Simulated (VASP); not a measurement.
# Sn₂Ge₆ (ordered alloy cell): computed properties

The numbers are results of PBEsol GGA, VASP's PBE PAW potentials (set 64) (plane waves; VASP 6.6.1), not measurements.

```json
{
  "space_group": "R-3m (166)",
  "cell": "a = b = 8.336 Å, c = 10.210 Å, α = β = 90.00°, γ = 120.00°",
  "volume_per_atom": "25.60 Å³/atom",
  "band gap (over mesh and band path)": "none (metal, semimetal or under 0.01 eV)",
  "density": "5.46 g/cm³"
}
```

```xyz
8
Lattice="5.8945 0.0003 0.0003 0.0003 5.8945 0.0003 0.0003 0.0003 5.8945" Properties=species:S:1:pos:R:3 pbc="T T T"
Sn     5.8455     5.8455     5.8455
Sn     1.5233     1.5233     1.5233
Ge     2.9961     2.9961     5.8434
Ge     4.3727     4.3727     1.5254
Ge     2.9961     5.8434     2.9961
Ge     4.3727     1.5254     4.3727
Ge     5.8434     2.9961     2.9961
Ge     1.5254     4.3727     4.3727
```

Unless said otherwise, spin-orbit coupling is left out, though it shifts the bands of the heavy elements here.

The structure was generated: Sn2Ge6 was put into an ordered model structure (R-3m), which need not be its known phase. It was relaxed first. Symmetry was kept, so distortions that lower it aren't found.
